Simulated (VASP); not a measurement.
VW2C3, 6 atoms in the cell. The structure is orthorhombic, space group Immm (No. 71). The conventional cell has a = 3.049 Å, b = 4.324 Å, c = 9.170 Å, α = 90.00°, β = 90.00°, γ = 90.00°. W (site symmetry mm2) is surrounded by 6 C at 2.15 to 2.20 Å. Around V (site symmetry mmm) lie 6 C at 2.12 to 2.16 Å. C (site symmetry mm2) is surrounded by 2 V at 2.12 Å and 4 W at 2.16 to 2.20 Å. C (site symmetry mmm) is surrounded by 4 W at 2.15 Å and 2 V at 2.16 Å. The cell comes from a database or a generator and needn't be the stable form of this composition.

* Program: VASP 6.6.1
* Task: single point
* Functional: LDA
* Potentials or basis: VASP PAW LDA potentials, release 64 (W_sv, V_sv, C)
* Cutoff: 520 eV
* k mesh: 8 × 8 × 8
* Occupations: fermi-dirac, width 0.05 eV
* Spin: collinear spin, ferromagnetic start
* Starting moments: [0.0, 0.0, 2.0, 0.0, 0.0, 0.0] μB
* Further INCAR settings: ALGO = Fast; EDIFF = 1e-06; NBANDS = 40

Potentials or basis: VASP PAW LDA potentials, release 64 (W_sv, V_sv, C).

The run is started by

```console
$ cat potpaw_LDA.64/W_sv/POTCAR potpaw_LDA.64/V_sv/POTCAR potpaw_LDA.64/C/POTCAR > POTCAR
$ mpirun -np 1 vasp_std > vasp.out
```

Hardware: 1 thread of AMD EPYC 7R43 64-Core Processor (Zen 3) (shared host).

How long does it take, and how much memory?

Run time: 30 min on 1 thread of AMD EPYC 7R43 64-Core Processor (Zen 3) (shared host), peak memory 0.42 GiB. Counts: scf iterations 18, k points 95.
